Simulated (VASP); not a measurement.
**GW-BSE spectrum of Si3N4**

What does the electron-hole attraction do to the spectrum of Si3N4? The cell has space group P6_3/m. The start is a cell from a database of measured crystal structures.

Program: VASP 6.6.1. Level of theory: r2SCAN; plane waves and PAW (Si_GW, N_GW), in the first sound run; inputs show where later runs differ. Results are calculated unless marked as measured.

This is a report of a sequence of runs, with most program output left out.

### 1. Starting point

The structure is hexagonal, space group P6_3/m (No. 176). The conventional cell has a = 7.604 Å, b = 7.604 Å, c = 2.906 Å, α = 90.00°, β = 90.00°, γ = 120.00°. Nearest to Si lie 4 N at 1.73 to 1.74 Å. N has 3 Si at 1.74 Å nearest. N has 3 Si at 1.73 Å nearest. Farther neighbours and most contacts between anions are not listed.

As a file:

```cif
data_structure
_symmetry_space_group_name_H-M 'P 1'
_symmetry_Int_Tables_number 1
_cell_length_a 7.6044
_cell_length_b 7.6044
_cell_length_c 2.9063
_cell_angle_alpha 90.000
_cell_angle_beta 90.000
_cell_angle_gamma 120.000
_cell_volume 145.55
loop_
_atom_site_label
_atom_site_type_symbol
_atom_site_fract_x
_atom_site_fract_y
_atom_site_fract_z
_atom_site_occupancy
Si1 Si 0.76848 0.17456 0.25000 1
Si2 Si 0.59392 0.76848 0.75000 1
Si3 Si 0.82544 0.59392 0.25000 1
Si4 Si 0.23152 0.82544 0.75000 1
Si5 Si 0.40608 0.23152 0.25000 1
Si6 Si 0.17456 0.40608 0.75000 1
N7 N 0.03050 0.33024 0.25000 1
N8 N 0.70026 0.03050 0.75000 1
N9 N 0.66976 0.70026 0.25000 1
N10 N 0.96950 0.66976 0.75000 1
N11 N 0.29974 0.96950 0.25000 1
N12 N 0.33024 0.29974 0.75000 1
N13 N 0.66667 0.33333 0.25000 1
N14 N 0.33333 0.66667 0.75000 1
```

### 2. Ground state

The orbitals come from a self-consistent r2SCAN run with a tight EDIFF and a narrow smearing. KPOINTS_OPT adds the bands along a path, which shows whether the mesh holds the band edges.

INCAR

```
SYSTEM = Si3N4
PREC = Accurate
ENCUT = 450
EDIFF = 1E-08
NELM = 100
ISMEAR = 0
SIGMA = 0.01
LREAL = .FALSE.
ALGO = Normal
METAGGA = R2SCAN
LASPH = .TRUE.
NBANDS = 46
LORBIT = 11
LWAVE = .TRUE.
LCHARG = .FALSE.
KPAR = 4
```

POSCAR

```
Si3N4
1.0
    7.6044000000      0.0000000000      0.0000000000
   -3.8022000000      6.5856035805      0.0000000000
    0.0000000000      0.0000000000      2.9063000000
Si N
6 8
Direct
    0.7684770000      0.1745570000      0.2500000000
    0.5939200000      0.7684770000      0.7500000000
    0.8254430000      0.5939200000      0.2500000000
    0.2315230000      0.8254430000      0.7500000000
    0.4060800000      0.2315230000      0.2500000000
    0.1745570000      0.4060800000      0.7500000000
    0.0305000000      0.3302400000      0.2500000000
    0.7002600000      0.0305000000      0.7500000000
    0.6697600000      0.7002600000      0.2500000000
    0.9695000000      0.6697600000      0.7500000000
    0.2997400000      0.9695000000      0.2500000000
    0.3302400000      0.2997400000      0.7500000000
    0.6666666667      0.3333333333      0.2500000000
    0.3333333333      0.6666666667      0.7500000000
```

KPOINTS

```
Automatic mesh
0
Gamma
3 3 6
0 0 0
```

KPOINTS_OPT

```
Line mode
8
Line-mode
Reciprocal
  0.00000000   0.00000000   0.00000000 GAMMA
  0.50000000   0.00000000   0.00000000 M

  0.50000000   0.00000000   0.00000000 M
  0.33333333   0.33333333   0.00000000 K

  0.33333333   0.33333333   0.00000000 K
  0.00000000   0.00000000   0.00000000 GAMMA

  0.00000000   0.00000000   0.00000000 GAMMA
  0.00000000   0.00000000   0.50000000 A

  0.00000000   0.00000000   0.50000000 A
  0.50000000   0.00000000   0.50000000 L

  0.50000000   0.00000000   0.50000000 L
  0.33333333   0.33333333   0.50000000 H

  0.33333333   0.33333333   0.50000000 H
  0.00000000   0.00000000   0.50000000 A

  0.50000000   0.00000000   0.50000000 L
  0.50000000   0.00000000   0.00000000 M

  0.33333333   0.33333333   0.00000000 K
  0.33333333   0.33333333   0.50000000 H
```

PAW data sets: Si_GW and N_GW (PBE family, release 64).

Started as:

```sh
$ mpirun -np 8 vasp_std
```

Elapsed: 2 min, on 8 MPI ranks of AMD EPYC 9R45, shared host; peak memory 1.8 GiB.

The PAW data sets were made with PBE, which is usual practice but a small mismatch for other functionals.

This step gave:

```
free energy (TOTEN)               : -144.0817 eV
Fermi energy                      : 6.277 eV
pressure                          : -2.465 GPa
least gap on mesh and path        : 4.973 eV
least direct gap on mesh and path : 5.180 eV
```

The highest empty bands on the path are converged less tightly, to about 0.1 eV. Electronic bands along the path, in eV, zero at the valence-band top; v1 is the highest filled band, c1 the lowest empty one:

| point | v4 | v3 | v2 | v1 | c1 | c2 | c3 | c4 |
| --- | --- | --- | --- | --- | --- | --- | --- | --- |
| Γ | -1.31 | -0.47 | -0.42 | -0.21 | 4.97 | 5.25 | 5.56 | 5.56 |
| 0.43 of the way | -1.35 | -0.55 | -0.43 | -0.22 | 5.08 | 5.43 | 5.54 | 5.58 |
| M | -1.37 | -0.81 | -0.34 | -0.27 | 5.25 | 5.37 | 5.54 | 5.95 |
| 0.43 of the way | -1.39 | -0.89 | -0.33 | -0.27 | 5.30 | 5.39 | 5.54 | 6.02 |
| K | -1.18 | -1.18 | -0.30 | -0.30 | 5.33 | 5.51 | 5.51 | 6.25 |
| 0.57 of the way | -1.40 | -0.59 | -0.42 | -0.22 | 5.12 | 5.47 | 5.50 | 5.63 |
| Γ | -1.31 | -0.47 | -0.42 | -0.21 | 4.97 | 5.25 | 5.56 | 5.56 |
| 0.57 of the way | -1.76 | -1.41 | -1.41 | -0.17 | 6.08 | 6.08 | 7.15 | 7.15 |
| A | -1.68 | -1.68 | -1.38 | -1.38 | 5.34 | 5.34 | 5.34 | 5.34 |
| 0.43 of the way | -1.65 | -1.65 | -1.23 | -1.23 | 5.37 | 5.37 | 5.67 | 5.67 |
| L | -1.56 | -1.56 | -1.09 | -1.09 | 5.43 | 5.43 | 6.50 | 6.50 |
| 0.43 of the way | -1.52 | -1.52 | -1.11 | -1.11 | 5.52 | 5.52 | 6.53 | 6.53 |
| H | -1.46 | -1.46 | -1.15 | -1.15 | 5.68 | 5.68 | 6.47 | 6.47 |
| 0.43 of the way | -1.59 | -1.59 | -1.16 | -1.16 | 5.45 | 5.45 | 6.02 | 6.02 |
| A | -1.68 | -1.68 | -1.38 | -1.38 | 5.34 | 5.34 | 5.34 | 5.34 |
| jump to L | -1.56 | -1.56 | -1.09 | -1.09 | 5.43 | 5.43 | 6.50 | 6.50 |
| 0.43 of the way | -1.63 | -1.40 | -0.99 | -0.68 | 5.77 | 6.05 | 6.67 | 6.70 |
| M | -1.37 | -0.81 | -0.34 | -0.27 | 5.25 | 5.37 | 5.54 | 5.95 |
| jump to K | -1.18 | -1.18 | -0.30 | -0.30 | 5.33 | 5.51 | 5.51 | 6.25 |
| 0.43 of the way | -1.54 | -1.36 | -0.85 | -0.85 | 5.97 | 6.55 | 6.55 | 6.98 |
| H | -1.46 | -1.46 | -1.15 | -1.15 | 5.68 | 5.68 | 6.47 | 6.47 |

Of the projections kept (Si, N), the largest for each band there; the rest of the weight can lie on other orbitals:

| point | v4 | v3 | v2 | v1 | c1 | c2 | c3 | c4 |
| --- | --- | --- | --- | --- | --- | --- | --- | --- |
| Γ | N 0.87 | N 0.89 | N 0.93 | N 0.91 | Si 0.89 | N 0.74 | Si 0.74 | Si 0.73 |
| M | N 0.88 | N 0.91 | N 0.90 | N 0.91 | Si 0.75 | Si 0.78 | Si 0.84 | Si 0.64 |
| K | N 0.90 | N 0.90 | N 0.90 | N 0.90 | Si 0.72 | Si 0.79 | Si 0.79 | Si 0.73 |
| Γ | N 0.87 | N 0.89 | N 0.93 | N 0.91 | Si 0.89 | N 0.74 | Si 0.74 | Si 0.73 |
| A | N 0.89 | N 0.89 | N 0.91 | N 0.91 | Si 0.76 | Si 0.76 | Si 0.76 | Si 0.76 |
| L | N 0.89 | N 0.89 | N 0.91 | N 0.91 | Si 0.74 | Si 0.74 | Si 0.69 | Si 0.69 |

The cell has a gap of 4.97 eV on mesh and path and a pressure of -2.5 GPa, which holds the misfit of the given cell and coordinates with this functional, and any error of cutoff, mesh and data sets.

### 3. Empty bands

The next step needs empty bands that the ground-state run didn't converge, so the Hamiltonian is diagonalised exactly for NBANDS bands, in a single step. LOPTICS writes the k-derivatives of the orbitals (WAVEDER), which give the long-wavelength limit of the screening.

INCAR

```
SYSTEM = Si3N4
PREC = Accurate
ENCUT = 450
ISMEAR = 0
SIGMA = 0.01
LREAL = .FALSE.
METAGGA = R2SCAN
LASPH = .TRUE.
NBANDS = 336
ALGO = Exact
NELM = 1
LWAVE = .TRUE.
LCHARG = .FALSE.
LOPTICS = .TRUE.
NEDOS = 1000
CSHIFT = 0.1
```

POSCAR is that of step 2.

KPOINTS is that of step 2.

Started as:

```sh
$ mpirun -np 8 vasp_std
```

Elapsed: 1.9 min, on 8 MPI ranks; peak memory 4.1 GiB.

The gap is read on the k-mesh alone, so it is an upper bound where the band edges lie off the mesh.

A gap read on the k-mesh alone can miss the band edges.

This step gave:

```
gap on the k-mesh              : 4.973 eV
least direct gap on the k-mesh : 5.180 eV
```

WAVECAR now holds 336 bands for 64 electrons. Its independent-particle dielectric tensor has xx, yy, zz = 4.0, 4.0, 4.1 on this mesh, which isn't tested for convergence in mesh or bands and lacks local fields.

### 4. G0W0

This step: G0W0 on r2SCAN; plane waves and PAW (Si_GW, N_GW) (VASP 6.6.1).

One pass of GW corrects the levels to first order, with G and W from the starting orbitals. LWAVE keeps the quasiparticle levels in WAVECAR, and the W files hold the screened interaction for the next step.

INCAR

```
SYSTEM = Si3N4
PREC = Accurate
ENCUT = 450
ISMEAR = 0
SIGMA = 0.01
LREAL = .FALSE.
METAGGA = R2SCAN
LASPH = .TRUE.
NBANDS = 336
ALGO = EVGW0
NELMGW = 1
ENCUTGW = 100
NOMEGA = 48
PRECFOCK = Fast
NBANDSGW = 40
LWAVE = .TRUE.
LCHARG = .FALSE.
```

POSCAR is that of step 3.

KPOINTS is that of step 3.

Started as:

```sh
$ mpirun -np 8 vasp_std
```

Run time: 5.7 min. Hardware: 8 MPI ranks; peak memory 3.4 GiB.

Numbers from this step:

```yaml
quasiparticle_gap_on_the_mesh: 6.128 eV
smallest_direct_quasiparticle_gap_on_the_mesh: 6.393 eV
gap_of_the_starting_orbitals_on_the_mesh: 4.973 eV
```

GW takes the gap from 4.973 to 6.128 eV. The value holds for 336 bands, ENCUTGW = 100 eV and this mesh, and isn't shown to be converged in them.

### 5. BSE, Tamm-Dancoff

This step: BSE on G0W0 on r2SCAN; plane waves and PAW (Si_GW, N_GW) (VASP 6.6.1).

The Bethe-Salpeter equation adds the screened attraction of electron and hole to the quasiparticle pairs; ANTIRES = 0 leaves out the coupling to antiresonant pairs.

INCAR

```
SYSTEM = Si3N4
PREC = Accurate
ENCUT = 450
ISMEAR = 0
SIGMA = 0.01
LREAL = .FALSE.
METAGGA = R2SCAN
LASPH = .TRUE.
NBANDS = 336
ALGO = BSE
NBANDSO = 5
NBANDSV = 4
OMEGAMAX = 25
NEDOS = 1000
CSHIFT = 0.1
PRECFOCK = Fast
LWAVE = .FALSE.
LCHARG = .FALSE.
ENCUTGW = 100
ANTIRES = 0
```

POSCAR is that of step 4.

KPOINTS is that of step 4.

Started as:

```sh
$ mpirun -np 8 vasp_std
```

It took 5.8 s on 8 MPI ranks; peak memory 3 GiB.

Numbers from this step:

```yaml
lowest_excitation: 5.747 eV
direct_gap_less_the_lowest_excitation: 0.6462 eV
```

The imaginary dielectric function has structure finer than the step of the table below, so its rows give means over 1 eV, whole bins alone (the curve runs from 0 to 25 eV). Peaks (eV: height): xx 7.1: 2.01, 7.5: 1.51, 8.1: 2.00, 8.9: 1.94; yy 7.1: 2.02, 7.5: 1.51, 8.1: 1.98, 8.9: 2.00; zz 7.4: 1.46, 7.9: 1.88, 8.5: 1.58.

From 5 filled and 4 empty bands alone, without any pair above OMEGAMAX = 25 eV, so strength is missing wherever others contribute; lines are broadened by CSHIFT, which also makes the tail under the first line. Imaginary dielectric function against photon energy; means over each step:

| photon energy (eV) | xx | yy | zz |
| --- | --- | --- | --- |
| 1 | 0.00122 | 0.00123 | 7.8e-4 |
| 2 | 0.00274 | 0.00275 | 0.00173 |
| 3 | 0.00501 | 0.00504 | 0.00315 |
| 4 | 0.00927 | 0.00935 | 0.00585 |
| 5 | 0.0204 | 0.0205 | 0.0144 |
| 6 | 0.124 | 0.125 | 0.136 |
| 7 | 1.25 | 1.25 | 0.477 |
| 8 | 1.58 | 1.58 | 1.44 |
| 9 | 1.21 | 1.26 | 0.662 |
| 10 | 0.0977 | 0.0991 | 0.0474 |
| 11 | 0.0198 | 0.0202 | 0.0119 |
| 12 | 0.00963 | 0.00981 | 0.00602 |
| 13 | 0.00574 | 0.00584 | 0.00366 |
| 14 | 0.00380 | 0.00387 | 0.00243 |
| 15 | 0.00270 | 0.00274 | 0.00174 |
| 16 | 0.00201 | 0.00203 | 0.00129 |
| 17 | 0.00154 | 0.00156 | 9.9e-4 |
| 18 | 0.00122 | 0.00124 | 7.8e-4 |
| 19 | 9.8e-4 | 1.0e-3 | 6.4e-4 |
| 20 | 8.1e-4 | 8.2e-4 | 5.2e-4 |
| 21 | 6.6e-4 | 6.8e-4 | 4.3e-4 |
| 22 | 5.6e-4 | 5.8e-4 | 3.8e-4 |
| 23 | 4.9e-4 | 5.0e-4 | 3.0e-4 |
| 24 | 4.0e-4 | 4.0e-4 | 2.9e-4 |

Some of the lowest 40 states alone, with states under 2.5 meV apart joined, scaled to the strongest line shown. Exciton lines, with heights relative to the strongest:

| position (eV) | lines merged | oscillator strength |
| --- | --- | --- |
| 5.747 | 1 | 24 |
| 5.987 | 1 | 0.0 |
| 5.994 | 1 | 0.0 |
| 6.010 | 2 | 0.0 |
| 6.059 | 1 | 0.0 |
| 6.069 | 2 | 0.4 |
| 6.073 | 1 | 8.9 |
| 6.220 | 1 | 8.4 |
| 6.228 | 2 | 0.0 |
| 6.241 | 3 | 0.0 |
| 6.257 | 1 | 0.0 |
| 6.271 | 1 | 0.0 |
| 6.298 | 2 | 0.0 |
| 6.311 | 1 | 0.0 |
| 6.357 | 1 | 100 |
| 6.372 | 2 | 0.0 |
| 6.398 | 2 | 0.0 |
| 6.412 | 1 | 1.4 |
| 6.422 | 1 | 0.0 |
| 6.440 | 2 | 0.0 |
| 6.476 | 2 | 0.0 |

The lowest excitation lies at 5.747 eV, -646 meV against the direct gap of these orbitals. No second mesh in this session tests these energies, peaks and heights.

### 6. Without the electron-hole attraction

This step: BSE on G0W0 on r2SCAN, without the electron-hole attraction; plane waves and PAW (Si_GW, N_GW) (VASP 6.6.1).

LADDER = .FALSE. removes the attraction and keeps the local fields, which shows what the attraction does.

Edit INCAR of step 5 so:

```diff
@@ -20 +20,2 @@
 ANTIRES = 0
+LADDER = .FALSE.
```

POSCAR is that of step 5.

KPOINTS is that of step 5.

Started as:

```sh
$ mpirun -np 8 vasp_std
```

The job ended after 4.4 s (8 MPI ranks; peak memory 2.3 GiB).

Numbers from this step:

```yaml
lowest_excitation: 6.394 eV
```

From 5 filled and 4 empty bands alone, without any pair above OMEGAMAX = 25 eV, so strength is missing wherever others contribute; lines are broadened by CSHIFT, which also makes the tail under the first line. Table of imaginary dielectric function by photon energy; read off at these points:

| photon energy (eV) | xx | yy | zz |
| --- | --- | --- | --- |
| 0.00 | 0 | 0 | 0 |
| 0.50 | 4.0e-4 | 4.0e-4 | 3.0e-4 |
| 1.00 | 8.0e-4 | 9.0e-4 | 5.0e-4 |
| 1.50 | 0.00130 | 0.0013 | 9.0e-4 |
| 2.00 | 0.0018 | 0.00190 | 0.00120 |
| 2.50 | 0.00250 | 0.00250 | 0.00160 |
| 3.00 | 0.00320 | 0.00320 | 0.00210 |
| 3.50 | 0.00410 | 0.00419 | 0.00270 |
| 4.00 | 0.00539 | 0.00539 | 0.00349 |
| 4.50 | 0.00708 | 0.00708 | 0.00469 |
| 5.00 | 0.00957 | 0.00957 | 0.00638 |
| 5.50 | 0.0134 | 0.0135 | 0.00936 |
| 6.00 | 0.0203 | 0.0204 | 0.0164 |
| 6.50 | 0.0350 | 0.0351 | 0.0559 |
| 7.00 | 0.0939 | 0.0940 | 0.206 |
| 7.50 | 0.450 | 0.450 | 0.180 |
| 8.00 | 1.21 | 1.21 | 0.204 |
| 8.50 | 1.65 | 1.65 | 1.31 |
| 8.76 | 1.74 | 1.74 | 1.77 |
| 9.00 | 1.52 | 1.52 | 1.93 |
| 9.13 | 1.94 | 1.93 | 1.88 |
| 9.26 | 1.91 | 1.86 | 2.26 |
| 9.50 | 2.04 | 2.03 | 1.31 |
| 10.00 | 1.39 | 1.52 | 0.260 |
| 10.50 | 0.119 | 0.125 | 0.0556 |
| 11.00 | 0.0469 | 0.0488 | 0.0256 |
| 11.50 | 0.0263 | 0.0271 | 0.0153 |
| 12.00 | 0.0170 | 0.0175 | 0.0102 |
| 12.50 | 0.0120 | 0.0123 | 0.00735 |
| 13.00 | 0.00888 | 0.00908 | 0.00553 |
| 13.50 | 0.00685 | 0.00705 | 0.00433 |
| 14.00 | 0.00546 | 0.00563 | 0.00343 |
| 14.50 | 0.00443 | 0.00453 | 0.00283 |
| 15.00 | 0.0037 | 0.00373 | 0.00233 |
| 15.50 | 0.0031 | 0.00313 | 0.002 |
| 16.00 | 0.00263 | 0.0027 | 0.0017 |
| 16.50 | 0.0023 | 0.0023 | 0.00143 |
| 17.00 | 0.002 | 0.002 | 0.0013 |
| 17.50 | 0.00176 | 0.00176 | 0.0011 |
| 18.00 | 0.0015 | 0.00156 | 0.001 |
| 18.50 | 0.00136 | 0.0014 | 9.0e-4 |
| 19.00 | 0.0012 | 0.0012 | 8.0e-4 |
| 19.50 | 0.0011 | 0.0011 | 7.0e-4 |
| 20.00 | 0.001 | 0.001 | 6.0e-4 |
| 20.50 | 9.0e-4 | 9.0e-4 | 6.0e-4 |
| 21.00 | 8.0e-4 | 8.0e-4 | 5.0e-4 |
| 21.50 | 7.0e-4 | 7.6e-4 | 5.0e-4 |
| 22.00 | 7.0e-4 | 7.0e-4 | 4.0e-4 |
| 22.50 | 6.0e-4 | 6.0e-4 | 4.0e-4 |
| 23.00 | 6.0e-4 | 6.0e-4 | 4.0e-4 |
| 23.50 | 5.0e-4 | 5.0e-4 | 3.0e-4 |
| 24.00 | 5.0e-4 | 5.0e-4 | 3.0e-4 |
| 24.50 | 5.0e-4 | 5.0e-4 | 3.0e-4 |
| 25.00 | 4.0e-4 | 4.0e-4 | 3.0e-4 |

The lowest excitation lies at 6.394 eV, +647 meV against the Tamm-Dancoff singlet. No second mesh in this session tests these energies, peaks and heights.

### 7. Independent quasiparticles

This step: BSE on G0W0 on r2SCAN, independent quasiparticles; plane waves and PAW (Si_GW, N_GW) (VASP 6.6.1).

With LADDER and LHARTREE off the pairs don't interact at all, so the lowest line must equal the direct gap.

Edit INCAR of step 6 so:

```diff
@@ -21 +21,2 @@
 LADDER = .FALSE.
+LHARTREE = .FALSE.
```

POSCAR is that of step 6.

KPOINTS is that of step 6.

Started as:

```sh
$ mpirun -np 8 vasp_std
```

Elapsed: 2.8 s, on 8 MPI ranks; peak memory 2.3 GiB; 18 s of CPU time.

Numbers from this step:

- lowest excitation: 6.393 eV

The imaginary dielectric function has structure finer than the step of the table below, so its rows give means over 1 eV, whole bins alone (the curve runs from 0 to 25 eV). Peaks (eV: height): xx 8.8: 1.82, 9.5: 2.26; yy 8.8: 1.81, 9.5: 2.27; zz 9.2: 2.16.

From 5 filled and 4 empty bands alone, without any pair above OMEGAMAX = 25 eV, so strength is missing wherever others contribute; lines are broadened by CSHIFT, which also makes the tail under the first line. Table of imaginary dielectric function by photon energy; means over each step:

| photon energy (eV) | xx | yy | zz |
| --- | --- | --- | --- |
| 1 | 8.8e-4 | 8.9e-4 | 5.6e-4 |
| 2 | 0.00191 | 0.00193 | 0.00121 |
| 3 | 0.00334 | 0.00336 | 0.00213 |
| 4 | 0.00567 | 0.00571 | 0.00360 |
| 5 | 0.0103 | 0.0104 | 0.00670 |
| 6 | 0.0232 | 0.0233 | 0.0232 |
| 7 | 0.209 | 0.209 | 0.167 |
| 8 | 1.32 | 1.32 | 0.452 |
| 9 | 1.71 | 1.70 | 1.73 |
| 10 | 0.978 | 1.04 | 0.379 |
| 11 | 0.0495 | 0.0515 | 0.0276 |
| 12 | 0.0167 | 0.0172 | 0.0103 |
| 13 | 0.00868 | 0.00889 | 0.00554 |
| 14 | 0.00535 | 0.00546 | 0.00344 |
| 15 | 0.00362 | 0.00368 | 0.00233 |
| 16 | 0.00259 | 0.00265 | 0.00168 |
| 17 | 0.00195 | 0.00198 | 0.00126 |
| 18 | 0.00151 | 0.00153 | 9.8e-4 |
| 19 | 0.00119 | 0.00122 | 7.7e-4 |
| 20 | 9.7e-4 | 9.8e-4 | 6.3e-4 |
| 21 | 8.0e-4 | 8.1e-4 | 5.2e-4 |
| 22 | 6.6e-4 | 6.8e-4 | 4.3e-4 |
| 23 | 5.6e-4 | 5.8e-4 | 3.8e-4 |
| 24 | 4.9e-4 | 5.0e-4 | 3.0e-4 |

The lowest excitation lies at 6.393 eV, +646 meV against the Tamm-Dancoff singlet. No second mesh in this session tests these energies, peaks and heights.

### 8. Summary

This step: BSE on G0W0 on r2SCAN; plane waves and PAW (VASP 6.6.1).

This step runs nothing: it gathers the runs above.

Cost is wall time times ranks on a shared host, for this step alone, without the steps before it. Excitations by level:

| level | first excitation (eV) | cost (core minutes) |
| --- | --- | --- |
| BSE, Tamm-Dancoff | 5.747 | 0.77 |
| without the electron-hole attraction | 6.394 | 0.59 |
| independent quasiparticles | 6.393 | 0.37 |

### 9. Results

```json
{
  "BSE, Tamm-Dancoff": "lowest vertical excitation 5.747 eV; direct gap 6.393 eV",
  "without the electron-hole attraction": "lowest vertical excitation 6.394 eV; direct gap 6.393 eV",
  "independent quasiparticles": "lowest vertical excitation 6.393 eV; direct gap 6.393 eV"
}
```

The Bethe-Salpeter equation puts the lowest vertical singlet excitation at 5.747 eV, 0.65 eV below the direct gap of 6.393 eV; the states within 10 meV of it carry 11 % of the strength of the strongest such group among the lowest 40 states. The attraction moves the centre of weight of eps2 xx over the computed range by -0.94 eV against the run without the attraction. The spectra were run on one mesh, so the distance from the gap isn't shown to be converged; coarse meshes tend to overstate it. Bands, response cutoff and mesh of the GW step weren't tested in this session. Only vertical pairs enter; the least gap on the mesh is indirect, 6.128 eV, and its phonon-assisted absorption is absent. Only the bands set by NBANDSO and NBANDSV form pairs, and any pair above OMEGAMAX = 25 eV is dropped, so the spectrum is that of this window; the window can cut degenerate bands, and the ratio of directions in the curves is that of the window, not of the crystal. Not tabulated here, as repeats of values shown or as unfit to read for their mesh, reference level or band range: eps2 curves (empty bands); eps1 curves and static values (BSE, empty bands, independent quasiparticles, without the electron-hole attraction); line lists of runs without attraction (independent quasiparticles, without the electron-hole attraction).

[Lines on the potential files, build, host, timing and source positions are cut from VASP's logs without a mark.]

[Logs are printed without paths, hosts, clocks, repeated set-up lines and the standing remarks that a program may print on its own settings, such as how far it seeks lower states.]

[Hosts, paths, dates, database ids (printed as entryN), source tags and the programs' standing remarks are cut or masked in the printed files.]

[Pressures printed for these runs are not shown converged in the cutoff: they can be off by several GPa and have the wrong sign.]
